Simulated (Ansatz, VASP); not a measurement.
**Ge19H15 (Ge wire along [111], 38 atoms a period, H-terminated): VASP beside Ansatz**

Aim: how closely do two programs agree when they are given the same cell, functional and k mesh? The structure shown is the start of the Ansatz relaxation below; VASP solves that cell, so the two are compared at the walk's first step.

Method: plane waves, with VASP 6.6.1 beside it; single point at PBE, in Ansatz 0.2.0.

### 1. The starting structure

The cell holds 68 atoms: 38 Ge and 30 H. Cell: a = 17.493 Å, b = 19.148 Å, c = 9.977 Å, α = 90.0°, β = 90.0°, γ = 90.0°. Vacuum lies along a and b. The structure's axis is c.

### 2. Ansatz: relaxation, PBE

Ansatz runs on its PAW soft_1 files.

The two programs are compared at the cell with which this relaxation starts, whose forces are those of its first step.

File input.yaml:

```yaml
crystal:
  lattice:
    - [17.493, 0.0, 0.0]
    - [0.0, 19.148, 0.0]
    - [0.0, 0.0, 9.9766126516]
  atoms:
    - { symbol: Ge, position: [0.267177423, 0.499989681, 0.0] }
    - { symbol: Ge, position: [0.383593563, 0.684200315, 0.0] }
    - { symbol: Ge, position: [0.500009703, 0.499989681, 0.0] }
    - { symbol: Ge, position: [0.616425842, 0.684200315, 0.0] }
    - { symbol: Ge, position: [0.267177423, 0.499989681, 0.25] }
    - { symbol: Ge, position: [0.383593563, 0.315779046, 0.25] }
    - { symbol: Ge, position: [0.383593563, 0.684200315, 0.25] }
    - { symbol: Ge, position: [0.500009703, 0.499989681, 0.25] }
    - { symbol: Ge, position: [0.616425842, 0.315779046, 0.25] }
    - { symbol: Ge, position: [0.616425842, 0.684200315, 0.25] }
    - { symbol: Ge, position: [0.732841982, 0.499989681, 0.25] }
    - { symbol: H, position: [0.19436346, 0.661202403, 0.281211434] }
    - { symbol: H, position: [0.500009703, 0.177564236, 0.281211434] }
    - { symbol: H, position: [0.805655945, 0.661202403, 0.281211434] }
    - { symbol: H, position: [0.19436346, 0.461584048, 0.302121899] }
    - { symbol: H, position: [0.310779599, 0.277373414, 0.302121899] }
    - { symbol: H, position: [0.383593563, 0.761011581, 0.302121899] }
    - { symbol: H, position: [0.616425842, 0.761011581, 0.302121899] }
    - { symbol: H, position: [0.689239806, 0.277373414, 0.302121899] }
    - { symbol: H, position: [0.805655945, 0.461584048, 0.302121899] }
    - { symbol: Ge, position: [0.267177423, 0.622796771, 0.333333333] }
    - { symbol: Ge, position: [0.383593563, 0.438586136, 0.333333333] }
    - { symbol: Ge, position: [0.500009703, 0.622796771, 0.333333333] }
    - { symbol: Ge, position: [0.500009703, 0.254375502, 0.333333333] }
    - { symbol: Ge, position: [0.616425842, 0.438586136, 0.333333333] }
    - { symbol: Ge, position: [0.732841982, 0.622796771, 0.333333333] }
    - { symbol: Ge, position: [0.267177423, 0.622796771, 0.583333333] }
    - { symbol: Ge, position: [0.383593563, 0.438586136, 0.583333333] }
    - { symbol: Ge, position: [0.500009703, 0.622796771, 0.583333333] }
    - { symbol: Ge, position: [0.500009703, 0.254375502, 0.583333333] }
    - { symbol: Ge, position: [0.616425842, 0.438586136, 0.583333333] }
    - { symbol: Ge, position: [0.732841982, 0.622796771, 0.583333333] }
    - { symbol: H, position: [0.19436346, 0.415588224, 0.614544767] }
    - { symbol: H, position: [0.267177423, 0.300371326, 0.614544767] }
    - { symbol: H, position: [0.427195739, 0.784009493, 0.614544767] }
    - { symbol: H, position: [0.572823666, 0.784009493, 0.614544767] }
    - { symbol: H, position: [0.732841982, 0.300371326, 0.614544767] }
    - { symbol: H, position: [0.805655945, 0.415588224, 0.614544767] }
    - { symbol: H, position: [0.19436346, 0.584391138, 0.635455233] }
    - { symbol: H, position: [0.267177423, 0.699608036, 0.635455233] }
    - { symbol: H, position: [0.427195739, 0.215969869, 0.635455233] }
    - { symbol: H, position: [0.572823666, 0.215969869, 0.635455233] }
    - { symbol: H, position: [0.732841982, 0.699608036, 0.635455233] }
    - { symbol: H, position: [0.805655945, 0.584391138, 0.635455233] }
    - { symbol: Ge, position: [0.267177423, 0.377182591, 0.666666667] }
    - { symbol: Ge, position: [0.383593563, 0.561393226, 0.666666667] }
    - { symbol: Ge, position: [0.500009703, 0.377182591, 0.666666667] }
    - { symbol: Ge, position: [0.500009703, 0.74560386, 0.666666667] }
    - { symbol: Ge, position: [0.616425842, 0.561393226, 0.666666667] }
    - { symbol: Ge, position: [0.732841982, 0.377182591, 0.666666667] }
    - { symbol: Ge, position: [0.267177423, 0.377182591, 0.916666667] }
    - { symbol: Ge, position: [0.383593563, 0.561393226, 0.916666667] }
    - { symbol: Ge, position: [0.500009703, 0.377182591, 0.916666667] }
    - { symbol: Ge, position: [0.500009703, 0.74560386, 0.916666667] }
    - { symbol: Ge, position: [0.616425842, 0.561393226, 0.916666667] }
    - { symbol: Ge, position: [0.732841982, 0.377182591, 0.916666667] }
    - { symbol: H, position: [0.19436346, 0.538395314, 0.947878101] }
    - { symbol: H, position: [0.310779599, 0.722605948, 0.947878101] }
    - { symbol: H, position: [0.383593563, 0.238967781, 0.947878101] }
    - { symbol: H, position: [0.616425842, 0.238967781, 0.947878101] }
    - { symbol: H, position: [0.689239806, 0.722605948, 0.947878101] }
    - { symbol: H, position: [0.805655945, 0.538395314, 0.947878101] }
    - { symbol: H, position: [0.19436346, 0.338776959, 0.968788566] }
    - { symbol: H, position: [0.500009703, 0.822415125, 0.968788566] }
    - { symbol: H, position: [0.805655945, 0.338776959, 0.968788566] }
    - { symbol: Ge, position: [0.383593563, 0.315779046, 0.0] }
    - { symbol: Ge, position: [0.616425842, 0.315779046, 0.0] }
    - { symbol: Ge, position: [0.732841982, 0.499989681, 0.0] }
kpoints:
  mp_grid: { grid: [1, 1, 9] }
scf:
  occupations: { method: fermi_dirac, width: 0.05 }
hamiltonian:
  xc: pbe
  pseudopotentials: { kind: paw, azcp: { folder: soft_1 } }
relax:
  cell: { fix: [a, b, alpha, beta, gamma] }
  max_steps: 45
  f_tol: 0.03
```

Command:

```bash
$ ansatz run input.yaml --threads 16 --pin off --max-ram 61440MiB --backend cuda --events-out ev --progress --plain --runs-dir out --max-vram 78GiB
```

Numbers of over 12 decimals in the logs are rounded to 6 here.

Output:

```text
Engine: ansatz 0.2.0, aarch64-unknown-linux-gnu
Pseudopotentials: kind: paw
Pseudopotential: Ge, paw, valence charge 14, recommended cutoff 420 eV (normal), soft_1/Ge.paw.azcp
Pseudopotential: H, paw, valence charge 1, recommended cutoff 420 eV (normal), soft_1/H.paw.azcp
Functional definition: PBE
  parameter kappa = 0.804
  parameter beta = 0.066725
  exchange = pbe_x(kappa = kappa, mu = beta*pi^2/3)
  correlation = pbe_c(beta = beta)
[...]
Crystal: 68 atoms, lattice volume = 3341.726 Å³
Basis set: ecut = 420 eV, 65401 PW (Γ), exchange–correlation on 240×256×144 points (8 copies of the dense FFT grid, shifted against one another)
Bands: 349, of which v1, the nominal top of the filled ones, is band 281 counted from 1 (280 counted from 0)
Symmetry: 4 space group operations
Space group: P2/m (ITA 10), of the structure as read, at distance tolerance 1.5e-4 Å
k-points: 5 of 9
Non-local potential: Ge, projectors of the file, l = 0: 2, l = 1: 2, l = 2: 3, l = 3: 1
Non-local potential: H, projectors of the file, l = 0: 2, l = 1: 1
PAW form: soft (Blöchl's): semilocal exchange-correlation on the pseudo side does not see the compensation charge
PAW one-centre angular grid: Ge, 590 points (default); XC on 64 Gauss nodes
PAW one-centre angular grid: H, 110 points (default); XC on 64 Gauss nodes
Initial density: superposition of atomic densities (neutral atoms: chi_scale 0, normalization atom)
Initial wavefunctions: pseudopotential atomic-orbital guess
[...]
Functional: x = pbe(κ = 0.804, μ = 0.219515), c = pbe(β = 0.066725)
SCF iter   1: F=—  HF=-163686.283766 eV  |F-HF|=—  |Δ(HF+E_count)|=         —  Δρ=3.17e-2  dr2=2.81e1  ethr=3.10e-3  ⟨swp⟩=6.2  Hψ=6762  notcnv=0  defer=124
preconditioner: auto → Resta (q_TF=auto, 2.027 Å⁻¹)  ε∞=1.9  [insulator: Δε(μ)=1.820 eV  Ē_g=9.155 eV  σ=0.050 eV  W_gap=1.00  n_scr=468 (ndim 8)  ℏωp=8.7 eV  f_vac=0.590  D(μ)=0.00/eV (n_scr^D=0)  ε∞_Penn≈1.9  vacuum switching on, ρ_ref=6.1e-3 e/Å³]
SCF iter   2: F=—  HF=-163680.433274 eV  |F-HF|=—  |Δ(HF+E_count)|=    5.85e0  Δρ=1.46e-2  dr2=7.06e0  ethr=3.10e-3  ⟨swp⟩=3.0  Hψ=2378  notcnv=0  defer=286
[...]
SCF iter  11: F=-163678.757919 eV  HF=-163678.757919 eV  |F-HF|=6.02e-9  |Δ(HF+E_count)|=   2.28e-7  Δρ=5.93e-7  dr2=1.59e-8  ethr=1.78e-11  ⟨swp⟩=4.0  Hψ=4924  notcnv=0
SCF 1 converged in 11 iterations: F = -163678.757919 eV  dr2 = 1.59e-8
  greatest PAW one-centre occupation: 0.998 electrons in one spin orbital (limit 2), on the Ge atom at site 44 (counted from 0), in its partial waves of l = 2
relax step   1: F+E_penalty+E_count = -163678.75791935 eV  Δ(F+E_penalty+E_count) = +0.000e0 eV  max|allowed force component| = 2.737e-1 eV/Å  Δτ_max = 0.0000 Å  P = -0.513 GPa  Ω = 3341.726 Å³  fix = [a, b, alpha, beta, gamma]  reactions: a -0.558, b -0.559 GPa; alpha -0.000 GPa/rad  (11 SCF iters, dr2 threshold 1.00e-7 eV, accepted)
[...]
relax step   2: F+E_penalty+E_count = -163678.91881748 eV  Δ(F+E_penalty+E_count) = -1.609e-1 eV  max|allowed force component| = 1.740e-1 eV/Å  Δτ_max = 0.0968 Å  P = +0.017 GPa  Ω = 3348.040 Å³  energy of the carried Pulay correction = -8.643e-4 eV  fix = [a, b, alpha, beta, gamma]  reactions: a +0.075, b +0.073 GPa; alpha +0.000 GPa/rad  (7 SCF iters, dr2 threshold 4.68e-6 eV, accepted)
[...]
relax step   3: F+E_penalty+E_count = -163678.98551710 eV  Δ(F+E_penalty+E_count) = -6.670e-2 eV  max|allowed force component| = 1.951e-2 eV/Å  Δτ_max = 0.0388 Å  P = -0.017 GPa  Ω = 3334.912 Å³  energy of the carried Pulay correction = +9.345e-4 eV  fix = [a, b, alpha, beta, gamma]  reactions: a -0.019, b -0.021 GPa; alpha +0.000 GPa/rad  (7 SCF iters, dr2 threshold 1.89e-6 eV, accepted)
[...]
relax step   4: F+E_penalty+E_count = -163678.98453352 eV  Δ(F+E_penalty+E_count) = +9.836e-4 eV  max|allowed force component| = 1.947e-2 eV/Å  Δτ_max = 0.0000 Å  P = -0.017 GPa  Ω = 3334.912 Å³  fix = [a, b, alpha, beta, gamma]  reactions: a -0.019, b -0.020 GPa; alpha +0.000 GPa/rad  stress off target by 1.20e-2 GPa on what of the cell is left free  SCF on the basis re-selected at this cell (its energy is not comparable with the rows above)  (6 SCF iters)
[...]
SCF converged after 6 iterations
[...]
- { symbol: Ge, position: [0.615822, 0.681226, 0.248657] }
    - { symbol: Ge, position: [0.729714, 0.501008, 0.248655] }
    - { symbol: H, position: [0.197277, 0.659657, 0.281460] }
    - { symbol: H, position: [0.5, 0.180646, 0.281450] }
    - { symbol: H, position: [0.802723, 0.659657, 0.281460] }
    - { symbol: H, position: [0.197762, 0.462208, 0.300167] }
    - { symbol: H, position: [0.313061, 0.279759, 0.300169] }
    - { symbol: H, position: [0.384700, 0.758006, 0.300172] }
    - { symbol: H, position: [0.615300, 0.758006, 0.300172] }
    - { symbol: H, position: [0.686939, 0.279759, 0.300169] }
    - { symbol: H, position: [0.802238, 0.462208, 0.300167] }
    - { symbol: Ge, position: [0.269768, 0.621426, 0.334403] }
    - { symbol: Ge, position: [0.384288, 0.438957, 0.333503] }
    - { symbol: Ge, position: [0.5, 0.622055, 0.333505] }
    - { symbol: Ge, position: [0.5, 0.257114, 0.334398] }
    - { symbol: Ge, position: [0.615712, 0.438957, 0.333503] }
    - { symbol: Ge, position: [0.730232, 0.621426, 0.334403] }
    - { symbol: Ge, position: [0.270061, 0.621272, 0.580993] }
    - { symbol: Ge, position: [0.384494, 0.439066, 0.583133] }
    - { symbol: Ge, position: [0.5, 0.621838, 0.583136] }
    - { symbol: Ge, position: [0.5, 0.257424, 0.580989] }
    - { symbol: Ge, position: [0.615506, 0.439066, 0.583133] }
    - { symbol: Ge, position: [0.729939, 0.621272, 0.580993] }
    - { symbol: H, position: [0.197202, 0.415477, 0.615835] }
    - { symbol: H, position: [0.268489, 0.302678, 0.615832] }
    - { symbol: H, position: [0.428713, 0.781812, 0.615834] }
    - { symbol: H, position: [0.571287, 0.781812, 0.615834] }
    - { symbol: H, position: [0.731511, 0.302678, 0.615832] }
    - { symbol: H, position: [0.802798, 0.415477, 0.615835] }
    - { symbol: H, position: [0.197202, 0.584502, 0.634165] }
    - { symbol: H, position: [0.268489, 0.697301, 0.634168] }
    - { symbol: H, position: [0.428713, 0.218167, 0.634166] }
    - { symbol: H, position: [0.571287, 0.218167, 0.634166] }
    - { symbol: H, position: [0.731511, 0.697301, 0.634168] }
    - { symbol: H, position: [0.802798, 0.584502, 0.634165] }
    - { symbol: Ge, position: [0.270061, 0.378707, 0.669007] }
    - { symbol: Ge, position: [0.384494, 0.560914, 0.666867] }
    - { symbol: Ge, position: [0.5, 0.378141, 0.666864] }
    - { symbol: Ge, position: [0.5, 0.742555, 0.669011] }
    - { symbol: Ge, position: [0.615506, 0.560914, 0.666867] }
    - { symbol: Ge, position: [0.729939, 0.378707, 0.669007] }
    - { symbol: Ge, position: [0.269768, 0.378553, 0.915597] }
    - { symbol: Ge, position: [0.384288, 0.561023, 0.916497] }
    - { symbol: Ge, position: [0.5, 0.377924, 0.916495] }
    - { symbol: Ge, position: [0.5, 0.742865, 0.915602] }
    - { symbol: Ge, position: [0.615712, 0.561023, 0.916497] }
    - { symbol: Ge, position: [0.730232, 0.378553, 0.915597] }
    - { symbol: H, position: [0.197762, 0.537771, 0.949833] }
    - { symbol: H, position: [0.313061, 0.720220, 0.949831] }
    - { symbol: H, position: [0.384700, 0.241974, 0.949828] }
    - { symbol: H, position: [0.615300, 0.241974, 0.949828] }
    - { symbol: H, position: [0.686939, 0.720220, 0.949831] }
    - { symbol: H, position: [0.802238, 0.537771, 0.949833] }
    - { symbol: H, position: [0.197277, 0.340322, 0.968540] }
    - { symbol: H, position: [0.5, 0.819334, 0.968550] }
    - { symbol: H, position: [0.802723, 0.340322, 0.968540] }
    - { symbol: Ge, position: [0.384178, 0.318753, 0.00134333] }
    - { symbol: Ge, position: [0.615822, 0.318753, 0.00134333] }
    - { symbol: Ge, position: [0.729714, 0.498972, 0.00134476] }
```

[end of part 1 of 2]

[Lines on the potential files, build, host, timing and source positions are cut from VASP's logs without a mark.]

[Logs are printed without paths, hosts, clocks, repeated set-up lines and the standing remarks that a program may print on its own settings, such as how far it seeks lower states.]

[Hosts, paths, dates, database ids (printed as entryN), source tags and the programs' standing remarks are cut or masked in the printed files.]
